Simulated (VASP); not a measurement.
The system is Rb, in a box.

```
Rb
1.0
    10.50000    0.00000    0.00000
     0.00000   11.00000    0.00000
     0.00000    0.00000   11.50000
Rb
1
Cartesian
  5.2500 5.5500 5.7500
```

Program: VASP 6.6.1. Alike in all runs: task single point; potentials or basis VASP PAW PBE potentials, release 64 (Rb_sv); spin collinear, ferromagnetic start; fixed moment (μB) 1; cell as given; k mesh 1 × 1 × 1; smearing gaussian 0.01 eV. Hardware: 4 MPI ranks on Intel(R) Xeon(R) Platinum 8488C (Sapphire Rapids) (shared host).

Problem. Order these runs on this cell by their wall time, lowest first.
A. level optB86b-vdW; cutoff (eV) 400
B. level PBE+D3(BJ); cutoff (eV) 250
C. level HSE06+D3(BJ); cutoff (eV) 400; grid for exact exchange (PRECFOCK) Fast; screening parameter 0.2 1/A
D. level PBEsol; cutoff (eV) 400

Solution. B (31 s), D (73 s), C (150 s), A (370 s).

Caveats: the total moment is fixed, so each spin has its own Fermi level.
